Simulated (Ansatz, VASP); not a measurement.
## Ti9Al2SiC6 (Ti3Al0.667Si0.333C2, 312 MAX phase) in two plane-wave programs

Wanted: the spread between two codes on one cell, functional and k mesh. The cell is invented: As first built, before any earlier steps moved the atoms (in the runner's words): 3x3x1 conventional cells of the Ti3AlC2 type (108 atoms: 36 C, 12 Al, 6 Si, 54 Ti); Al/Si share their sites, the best of 600 random draws by like-pair counts in two shells; start lattice by linear mixing of the end members' cells; atoms moved at random by 0.02 A. It may not be a known or stable phase. The structure shown is the start of the Ansatz relaxation below; VASP solves that cell, so the two are compared at the walk's first step.

Main program and level: Ansatz 0.2.0; plane waves, with VASP 6.6.1 beside it; single point at PBE.

### Step 1. Set-up

The cell holds 108 atoms: 36 C, 12 Al, 6 Si and 54 Ti. Its edges and angles: a = 9.201 Å, b = 9.201 Å, c = 18.291 Å, α = 90.0°, β = 90.0°, γ = 120.0°. It derives from Ti3AlC2 (Ti3AlC2 type, space group 194), repeated 3×3×1. As first built, before any earlier steps moved the atoms (in the runner's words): 3x3x1 conventional cells of the Ti3AlC2 type (108 atoms: 36 C, 12 Al, 6 Si, 54 Ti); Al/Si share their sites, the best of 600 random draws by like-pair counts in two shells; start lattice by linear mixing of the end members' cells; atoms moved at random by 0.02 A.

### Step 2. Ansatz: relaxation, PBE

Ansatz runs on its default PAW (the set named soft_2) files.

The two programs are compared at the cell with which this relaxation starts, whose forces are those of its first step.

File input.yaml:

```yaml
crystal:
  lattice:
    - [9.20069, 0.0, 0.0]
    - [-4.60035, 7.96803, 0.0]
    - [0.0, 0.0, 18.29082]
  atoms:
    - { symbol: C, position: [0.11372, 0.22447, 0.4328] }
    - { symbol: C, position: [0.22171, 0.11172, 0.92937] }
    - { symbol: C, position: [0.10785, 0.21847, 0.07256] }
    - { symbol: C, position: [0.2213, 0.11281, 0.57041] }
    - { symbol: C, position: [0.11814, 0.55799, 0.42993] }
    - { symbol: C, position: [0.22205, 0.44298, 0.92984] }
    - { symbol: C, position: [0.10955, 0.55661, 0.06872] }
    - { symbol: C, position: [0.22379, 0.4458, 0.56827] }
    - { symbol: C, position: [0.10936, 0.88861, 0.42986] }
    - { symbol: C, position: [0.22119, 0.77336, 0.9312] }
    - { symbol: C, position: [0.11279, 0.88755, 0.06677] }
    - { symbol: C, position: [0.22459, 0.78071, 0.571] }
    - { symbol: C, position: [0.4528, 0.22594, 0.42991] }
    - { symbol: C, position: [0.55114, 0.10995, 0.92967] }
    - { symbol: C, position: [0.4412, 0.22153, 0.0689] }
    - { symbol: C, position: [0.55764, 0.10814, 0.56687] }
    - { symbol: C, position: [0.44037, 0.55406, 0.42884] }
    - { symbol: C, position: [0.55877, 0.44634, 0.9309] }
    - { symbol: C, position: [0.43969, 0.55303, 0.07006] }
    - { symbol: C, position: [0.55968, 0.44473, 0.57072] }
    - { symbol: C, position: [0.44512, 0.88804, 0.43161] }
    - { symbol: C, position: [0.55703, 0.77593, 0.92876] }
    - { symbol: C, position: [0.44492, 0.8929, 0.06998] }
    - { symbol: C, position: [0.55688, 0.77879, 0.57003] }
    - { symbol: C, position: [0.7761, 0.21934, 0.42887] }
    - { symbol: C, position: [0.88738, 0.11095, 0.93148] }
    - { symbol: C, position: [0.77703, 0.22709, 0.06912] }
    - { symbol: C, position: [0.88898, 0.11321, 0.56919] }
    - { symbol: C, position: [0.7785, 0.5572, 0.42937] }
    - { symbol: C, position: [0.88567, 0.44647, 0.9297] }
[... 72 atom lines left out ...]
    - { symbol: Ti, position: [0.8882, 0.7761, 0.37346] }
    - { symbol: Ti, position: [0.78056, 0.88991, 0.87187] }
    - { symbol: Ti, position: [0.77928, 0.88854, 0.62693] }
    - { symbol: Ti, position: [0.88677, 0.77537, 0.12527] }
    - { symbol: Ti, position: [0.6674, 0.66663, 0.49822] }
    - { symbol: Ti, position: [0.66892, 0.66762, 0.99983] }
kpoints:
  mp_grid: { grid: [3, 3, 1] }
hamiltonian:
  xc: pbe
scf:
  occupations: { method: methfessel_paxton, width: 0.15 }
output:
  forces: true
  stress: true
relax:
  f_tol: 0.02
  max_steps: 45
  cell: { stress_tol: 0.1 }
```

Command:

```sh
$ ansatz run input.yaml --threads 8 --pin off --max-ram 15360MiB --backend cpu --events-out ev --progress --plain --runs-dir out
```

Numbers of over 12 decimals in the logs are rounded to 6 here.

The log of the run:

```text
The last accepted step is kept in <dir> (removed where the run ends without a failure and the disk answers)
Engine: ansatz 0.2.0, aarch64-unknown-linux-gnu
Pseudopotentials: kind: paw
Pseudopotential: C, paw, valence charge 4, recommended cutoff 420 eV (normal), C.paw.azcp
Pseudopotential: Al, paw, valence charge 3, recommended cutoff 420 eV (normal), Al.paw.azcp
Pseudopotential: Si, paw, valence charge 4, recommended cutoff 420 eV (normal), Si.paw.azcp
Pseudopotential: Ti, paw, valence charge 12, recommended cutoff 420 eV (normal), Ti.paw.azcp
Functional definition: PBE
  parameter kappa = 0.804
  parameter beta = 0.066725
  exchange = pbe_x(kappa = kappa, mu = beta*pi^2/3)
  correlation = pbe_c(beta = beta)
Crystal: 108 atoms, lattice volume = 1340.925 Å³
Basis set: ecut = 420 eV, 26257 PW (Γ), exchange–correlation on 128×128×250 points (8 copies of the dense FFT grid, shifted against one another)
Bands: 534, of which v1, the nominal top of the filled ones, is band 426 counted from 1 (425 counted from 0)
Symmetry: 1 space group operations
Space group: P1 (ITA 1), of the structure as read, at distance tolerance 1.1e-4 Å
k-points: 5 of 9 (time reversal used)
Non-local potential: C, projectors of the file, l = 0: 2, l = 1: 2, l = 2: 1
Non-local potential: Al, projectors of the file, l = 0: 2, l = 1: 2, l = 2: 1
Non-local potential: Si, projectors of the file, l = 0: 2, l = 1: 2, l = 2: 2
Non-local potential: Ti, projectors of the file, l = 0: 3, l = 1: 2, l = 2: 3, l = 3: 1
PAW form: soft (Blöchl's): semilocal exchange-correlation on the pseudo side does not see the compensation charge
PAW one-centre angular grid: C, 110 points (default); XC on 64 Gauss nodes
PAW one-centre angular grid: Al, 110 points (default); XC on 64 Gauss nodes
PAW one-centre angular grid: Si, 110 points (default); XC on 64 Gauss nodes
PAW one-centre angular grid: Ti, 590 points (default); XC on 64 Gauss nodes
Initial density: superposition of atomic densities (neutral atoms: chi_scale 0, normalization atom), corrected by the library's trained network
Initial wavefunctions: pseudopotential atomic-orbital guess
Functional: x = pbe(κ = 0.804, μ = 0.219515), c = pbe(β = 0.066725)
SCF iter   1: F=—  HF=-154365.718384 eV  |F-HF|=—  |Δ(HF+E_count)|=         —  Δρ=2.86e-3  dr2=3.56e-1  ethr=1.77e-3  ⟨swp⟩=5.4  Hψ=10676  notcnv=0
preconditioner: auto → Kerker (q_TF=auto, 2.530 Å⁻¹)  [metal: Δε(μ)=0.017 eV  Ē_g=6.021 eV  σ=0.150 eV  W_gap=0.10  n_scr=374 (ndim 8)  ℏωp=20.8 eV  f_vac=0.000  D(μ)=47.24/eV (n_scr^D=374)]
SCF iter   2: F=—  HF=-154365.693583 eV  |F-HF|=—  |Δ(HF+E_count)|=   2.48e-2  S|Δr|=    0.00e0  Δρ=1.50e-3  dr2=1.37e-1  ethr=4.18e-5  ⟨swp⟩=1.8  Hψ=3151  notcnv=0
SCF iter   3: F=—  HF=-154365.682107 eV  |F-HF|=—  |Δ(HF+E_count)|=   1.15e-2  S|Δr|=    0.00e0  Δρ=3.43e-4  dr2=1.15e-2  ethr=1.61e-5  ⟨swp⟩=2.0  Hψ=3015  notcnv=0
SCF iter   4: F=—  HF=-154365.680931 eV  |F-HF|=—  |Δ(HF+E_count)|=   1.18e-3  S|Δr|=    0.00e0  Δρ=1.21e-4  dr2=9.76e-4  ethr=1.35e-6  ⟨swp⟩=2.0  Hψ=3090  notcnv=0
SCF iter   5: F=—  HF=-154365.680863 eV  |F-HF|=—  |Δ(HF+E_count)|=   6.77e-5  S|Δr|=    0.00e0  Δρ=5.23e-5  dr2=9.36e-5  ethr=1.15e-7  ⟨swp⟩=2.0  Hψ=3235  notcnv=0
SCF iter   6: F=—  HF=-154365.681651 eV  |F-HF|=—  |Δ(HF+E_count)|=   7.87e-4  S|Δr|=    0.00e0  Δρ=1.55e-5  dr2=1.49e-5  ethr=1.10e-8  ⟨swp⟩=2.0  Hψ=3573  notcnv=0
SCF iter   7: F=—  HF=-154365.681650 eV  |F-HF|=—  |Δ(HF+E_count)|=   1.01e-6  S|Δr|=    0.00e0  Δρ=4.21e-6  dr2=1.72e-6  ethr=1.75e-9  ⟨swp⟩=2.0  Hψ=2589  notcnv=0
SCF iter   8: F=—  HF=-154365.681650 eV  |F-HF|=—  |Δ(HF+E_count)|=   1.13e-7  S|Δr|=    0.00e0  Δρ=2.03e-6  dr2=1.69e-7  ethr=2.02e-10  ⟨swp⟩=2.0  Hψ=2913  notcnv=0
SCF iter   9: F=-154365.681650 eV  HF=-154365.681650 eV  |F-HF|=1.49e-8  |Δ(HF+E_count)|=   1.67e-8  S|Δr|=    0.00e0  Δρ=7.37e-7  dr2=1.70e-8  ethr=1.17e-11  ⟨swp⟩=3.0  Hψ=6708  notcnv=0
SCF 1 converged in 9 iterations: F = -154365.681650 eV  dr2 = 1.70e-8
  greatest PAW one-centre occupation: 0.999 electrons in one spin orbital (limit 2), on the Ti atom at site 71 (counted from 0), in its partial waves of l = 0
relax step   1: F+E_penalty+E_count = -154365.68164957 eV  Δ(F+E_penalty+E_count) = +0.000e0 eV  max|allowed force component| = 1.277e0 eV/Å  Δτ_max = 0.0000 Å  P = +3.043 GPa  Ω = 1340.925 Å³  (9 SCF iters, dr2 threshold 1.00e-7 eV, accepted)
Crystal: 108 atoms, lattice volume = 1339.706 Å³
Basis set: ecut = 420 eV, 26305 PW (Γ), exchange–correlation on 128×128×250 points (8 copies of the dense FFT grid, shifted against one another)
Initial density: handed on by an earlier stage of this run
Initial wavefunctions: those handed on with the density
iter 1 solved again at ethr=2.05e-3 eV; its pass at ethr=3.10e-3 eV (dr2=1.75e1 eV) is discarded
[...]
- { symbol: C, position: [0.111203, 0.222812, 0.068839] }
    - { symbol: C, position: [0.222679, 0.111807, 0.570346] }
    - { symbol: C, position: [0.111376, 0.555218, 0.431185] }
    - { symbol: C, position: [0.223874, 0.445310, 0.927126] }
    - { symbol: C, position: [0.111391, 0.555226, 0.068628] }
    - { symbol: C, position: [0.223876, 0.445295, 0.572690] }
    - { symbol: C, position: [0.110678, 0.888689, 0.430906] }
    - { symbol: C, position: [0.223566, 0.777903, 0.928597] }
    - { symbol: C, position: [0.110689, 0.888705, 0.068905] }
    - { symbol: C, position: [0.223566, 0.777894, 0.571211] }
    - { symbol: C, position: [0.445203, 0.223278, 0.431191] }
    - { symbol: C, position: [0.555842, 0.110808, 0.927957] }
    - { symbol: C, position: [0.445211, 0.223279, 0.068616] }
    - { symbol: C, position: [0.555837, 0.110789, 0.571855] }
    - { symbol: C, position: [0.444810, 0.555914, 0.430865] }
    - { symbol: C, position: [0.555203, 0.445430, 0.927304] }
    - { symbol: C, position: [0.444807, 0.555916, 0.068947] }
    - { symbol: C, position: [0.555208, 0.445421, 0.572508] }
    - { symbol: C, position: [0.445311, 0.888501, 0.431557] }
    - { symbol: C, position: [0.555483, 0.777084, 0.925679] }
    - { symbol: C, position: [0.445305, 0.888493, 0.068251] }
    - { symbol: C, position: [0.555484, 0.777073, 0.574136] }
    - { symbol: C, position: [0.778458, 0.222496, 0.431340] }
    - { symbol: C, position: [0.888761, 0.110713, 0.927925] }
    - { symbol: C, position: [0.778466, 0.222487, 0.068472] }
    - { symbol: C, position: [0.888755, 0.110695, 0.571892] }
    - { symbol: C, position: [0.777771, 0.555736, 0.430578] }
    - { symbol: C, position: [0.889137, 0.444634, 0.928751] }
    - { symbol: C, position: [0.777783, 0.555729, 0.069229] }
    - { symbol: C, position: [0.889126, 0.444615, 0.571059] }
    - { symbol: C, position: [0.777661, 0.888869, 0.430713] }
    - { symbol: C, position: [0.887971, 0.777969, 0.928756] }
    - { symbol: C, position: [0.777659, 0.888854, 0.069094] }
    - { symbol: C, position: [0.887974, 0.777967, 0.571060] }
    - { symbol: Al, position: [0.00554215, 0.998992, 0.749909] }
    - { symbol: Al, position: [1.002776, 1.002633, 0.249914] }
    - { symbol: Al, position: [1.001550, 0.334218, 0.749911] }
    - { symbol: Al, position: [0.00249058, 0.671555, 0.749902] }
    - { symbol: Al, position: [0.00285824, 0.666355, 0.249907] }
    - { symbol: Al, position: [0.327271, 0.999299, 0.749901] }
    - { symbol: Al, position: [0.334130, 1.000228, 0.249912] }
    - { symbol: Al, position: [0.331740, 0.331254, 0.249911] }
    - { symbol: Al, position: [0.331919, 0.667391, 0.249917] }
    - { symbol: Al, position: [0.666246, 1.002102, 0.249913] }
    - { symbol: Al, position: [0.666090, 0.334388, 0.749906] }
    - { symbol: Al, position: [0.666955, 0.330679, 0.249911] }
    - { symbol: Si, position: [-0.00111289, 0.334126, 0.249916] }
    - { symbol: Si, position: [0.325190, 0.315446, 0.749910] }
    - { symbol: Si, position: [0.316989, 0.666794, 0.749900] }
    - { symbol: Si, position: [0.675907, 1.018296, 0.749921] }
    - { symbol: Si, position: [0.683488, 0.666429, 0.749925] }
    - { symbol: Si, position: [0.666305, 0.666801, 0.249907] }
    - { symbol: Ti, position: [0.222834, 0.111278, 0.372844] }
    - { symbol: Ti, position: [0.112817, 0.221876, 0.869456] }
    - { symbol: Ti, position: [0.112825, 0.221853, 0.630364] }
    - { symbol: Ti, position: [0.222839, 0.111292, 0.126976] }
    - { symbol: Ti, position: [0.998900, 0.999873, 0.500982] }
    - { symbol: Ti, position: [0.998920, 0.999893, 0.998841] }
    - { symbol: Ti, position: [0.220790, 0.444007, 0.371614] }
    - { symbol: Ti, position: [0.111802, 0.556823, 0.869343] }
    - { symbol: Ti, position: [0.111807, 0.556830, 0.630467] }
    - { symbol: Ti, position: [0.220789, 0.444010, 0.128210] }
    - { symbol: Ti, position: [0.000471805, 0.333493, 0.501713] }
    - { symbol: Ti, position: [0.000474697, 0.333505, 0.998112] }
    - { symbol: Ti, position: [0.223044, 0.778148, 0.372990] }
    - { symbol: Ti, position: [0.111292, 0.889137, 0.871544] }
    - { symbol: Ti, position: [0.111292, 0.889129, 0.628270] }
    - { symbol: Ti, position: [0.223035, 0.778137, 0.126823] }
    - { symbol: Ti, position: [0.999559, 0.666196, 0.500930] }
    - { symbol: Ti, position: [0.999555, 0.666192, 0.998893] }
    - { symbol: Ti, position: [0.555769, 0.111019, 0.373099] }
    - { symbol: Ti, position: [0.442966, 0.222076, 0.869536] }
    - { symbol: Ti, position: [0.442972, 0.222048, 0.630283] }
    - { symbol: Ti, position: [0.555753, 0.111037, 0.126713] }
    - { symbol: Ti, position: [0.334427, 1.000084, 0.501377] }
    - { symbol: Ti, position: [0.334420, 9.250805643467527e-5, 0.998444] }
[...]
- { symbol: Ti, position: [0.667024, 0.334039, 0.501507] }
    - { symbol: Ti, position: [0.667026, 0.334049, -0.00168879] }
    - { symbol: Ti, position: [0.887632, 0.777204, 0.371174] }
    - { symbol: Ti, position: [0.778119, 0.889076, 0.867011] }
    - { symbol: Ti, position: [0.778116, 0.889065, 0.632815] }
    - { symbol: Ti, position: [0.887653, 0.777218, 0.128640] }
    - { symbol: Ti, position: [0.665899, 0.666860, 0.501901] }
    - { symbol: Ti, position: [0.665903, 0.666874, 0.997924] }
```

In the SCF lines HF is the Harris–Foulkes energy and dr2 the Hartree energy of the density residual, in eV; the loop may stop once dr2 is under the threshold and the program's other checks hold. Hψ counts applications of the Hamiltonian.

### Step 3. VASP: single point, PBE, start cell

The same cell, functional, mesh and smearing now go to VASP, with its own data sets.

Lines of VASP's logs that name or quote its potential files are left out, and so is its time.

File INCAR:

```
SYSTEM = Ti9Al2SiC6
PREC = Accurate
ENCUT = 520
EDIFF = 1E-06
NELM = 120
ISMEAR = 1
SIGMA = 0.15
LREAL = Auto
ALGO = Normal
GGA = PE
NBANDS = 504
LASPH = .TRUE.
LORBIT = 11
LWAVE = .FALSE.
LCHARG = .FALSE.
ISIF = 2
GGA_COMPAT = .FALSE.
KPAR = 4
```

File POSCAR:

```
Ti9Al2SiC6
1.0
    9.2006900000      0.0000000000      0.0000000000
   -4.6003500000      7.9680300000      0.0000000000
    0.0000000000      0.0000000000     18.2908200000
C Al Si Ti
36 12 6 54
Direct
    0.1137251640      0.2244720464      0.4328018099
    0.2217070514      0.1117214669      0.9293678468
    0.1078563240      0.2184730730      0.0725609896
    0.2212965336      0.1128133303      0.5704118241
    0.1181389908      0.5579923770      0.4299315176
    0.2220568007      0.4429827699      0.9298380280
    0.1095471504      0.5566118601      0.0687175315
    0.2237884819      0.4457940043      0.5682686725
    0.1093650234      0.8886136222      0.4298604437
    0.2211956129      0.7733655621      0.9311993667
    0.1127878663      0.8875468591      0.0667712000
    0.2245839493      0.7807074020      0.5710022842
    0.4528035381      0.2259404144      0.4299096487
    0.5511453164      0.1099518953      0.9296685441
    0.4411995150      0.2215353105      0.0688979499
    0.5576433232      0.1081446732      0.5668690633
    0.4403679665      0.5540641790      0.4288380729
    0.5587677437      0.4463462110      0.9308986694
    0.4396903784      0.5530350664      0.0700624685
    0.5596755204      0.4447272412      0.5707179886
    0.4451163839      0.8880363151      0.4316099552
    0.5570267256      0.7759257935      0.9287609850
    0.4449208788      0.8929057747      0.0699804601
    0.5568814759      0.7787872285      0.5700291184
    0.7760979148      0.2193390336      0.4288708762
    0.8873830125      0.1109559075      0.9314781951
    0.7770304851      0.2270950285      0.0691221061
    0.8889798838      0.1132149352      0.5691926332
    0.7784984518      0.5572017174      0.4293683935
    0.8856755464      0.4464717126      0.9297013475
[... 72 atom lines left out ...]
    0.8881984411      0.7761014956      0.3734605666
    0.7805588920      0.8899062880      0.8718690578
    0.7792771266      0.8885383213      0.6269319801
    0.8867693488      0.7753735867      0.1252704909
    0.6673972547      0.6666265062      0.4982226057
    0.6689146488      0.6676179683      0.9998294226
```

File KPOINTS:

```
Automatic mesh
0
Gamma
3 3 1
0 0 0
```

The projector-augmented-wave data sets are C, Al, Si and Ti_sv (PBE family, release 64).

Command:

```sh
$ mpirun -np 8 vasp_std
```

The log of the run:

```text
[banner, memory and clock lines left out]
running    8 mpi-ranks, on    1 nodes
[...]
|                                                                             |
|           W    W    AA    RRRRR   N    N  II  N    N   GGGG   !!!           |
|           W    W   A  A   R    R  NN   N  II  NN   N  G    G  !!!           |
|           W    W  A    A  R    R  N N  N  II  N N  N  G       !!!           |
|           W WW W  AAAAAA  RRRRR   N  N N  II  N  N N  G  GGG   !            |
|           WW  WW  A    A  R   R   N   NN  II  N   NN  G    G                |
|           W    W  A    A  R    R  N    N  II  N    N   GGGG   !!!           |
|                                                                             |
|     For optimal performance we recommend to set                             |
|       NCORE = 2 up to number-of-cores-per-socket                            |
|     NCORE specifies how many cores store one orbital (NPAR=cpu/NCORE).      |
|     This setting can greatly improve the performance of VASP for DFT.       |
|     The default, NCORE=1 might be grossly inefficient on modern             |
|     multi-core architectures or massively parallel machines. Do your        |
|     Unfortunately you need to use the default for GW and RPA                |
|     calculations (for HF NCORE is supported but not extensively tested      |
|     yet).                                                                   |
|                                                                             |

 LDA part: xc-table for (Slater+PW92), standard interpolation
 POSCAR, INCAR and KPOINTS ok, starting setup
[...]
entering main loop
       N       E                     dE             d eps       ncg     rms          rms(c)
DAV:   1     0.132258150321E+05    0.13226E+05   -0.39277E+05  5040   0.200E+03
DAV:   2     0.141706962248E+04   -0.11809E+05   -0.11504E+05  5040   0.655E+02
DAV:   3    -0.816873353050E+03   -0.22339E+04   -0.21525E+04  7080   0.240E+02
DAV:   4    -0.113714465286E+04   -0.32027E+03   -0.31750E+03  7336   0.814E+01
[...]
DAV:  23    -0.916985158138E+03    0.92278E-06   -0.33920E-05  7168   0.182E-02    0.941E-03
DAV:  24    -0.916985158364E+03   -0.22605E-06   -0.12314E-05  6160   0.104E-02    0.506E-03
DAV:  25    -0.916985158928E+03   -0.56444E-06   -0.43146E-06  4504   0.780E-03
   1 F= -.91698516E+03 E0= -.91694948E+03  d E =-.107043E+00
```

OUTCAR, selected parts (step 3):

```text
  FREE ENERGIE OF THE ION-ELECTRON SYSTEM (eV)
  ---------------------------------------------------
  free  energy   TOTEN  =      -916.9851589282 eV

  energy  without entropy=     -916.8781156790  energy(sigma->0) =     -916.94947785
```

The run ends at a pressure of 3.13 GPa, with forces up to 1.6 eV/Å.

### Step 4. Side by side

Known differences besides the potentials themselves: the cutoff is 420 eV in Ansatz and 520 eV in VASP (PREC = Accurate, projectors in real space). Total energies have different zeros and are not compared.

Forces on 8 of the 108 atoms, those with the largest forces and the largest differences (eV/Å; atoms numbered as in POSCAR):

| atom | Ansatz x, y, z | VASP x, y, z |
| --- | --- | --- |
| C13 | -1.066, -0.538, 0.299 | -1.069, -0.539, 0.303 |
| Ti61 | -0.270, -0.563, -1.216 | -0.274, -0.571, -1.236 |
| Ti64 | -0.907, -0.159, 1.163 | -0.912, -0.157, 1.180 |
| Ti79 | -0.360, 0.114, -1.048 | -0.359, 0.121, -1.082 |
| Ti87 | 0.596, 0.097, 1.029 | 0.597, 0.107, 1.055 |
| Ti92 | -0.042, -0.170, -1.233 | -0.040, -0.179, -1.251 |
| Ti97 | 0.840, -0.402, -1.277 | 0.846, -0.385, -1.305 |
| Ti103 | -0.169, 0.408, -1.197 | -0.165, 0.417, -1.229 |

The forces differ by 8.7 meV/Å r.m.s., which is 2.2 % of the r.m.s. force of 0.401 eV/Å (both taken over all components).

### Step 5. What came out

| Property | Result |
| --- | --- |
| r.m.s. force difference (single point, PBE, start cell) | 2.2 % of the r.m.s. force |

**Reading.** The r.m.s. force difference is 2.2 % of the r.m.s. force (single point, PBE, start cell), within the 3 % picked in this series as the mark of a large difference. VASP runs on this material, other cells of it included, that failed, so that no pair exists: single point, PBE (timeout). Such differences can come from data sets, numerical settings and the points named under the comparisons, not from the functional's error against experiment.

[Lines on the potential files, build, host, timing and source positions are cut from VASP's logs without a mark.]

[Logs are printed without paths, hosts, clocks, repeated set-up lines and the standing remarks that a program may print on its own settings, such as how far it seeks lower states.]

[Hosts, paths, dates, database ids (printed as entryN), source tags and the programs' standing remarks are cut or masked in the printed files.]
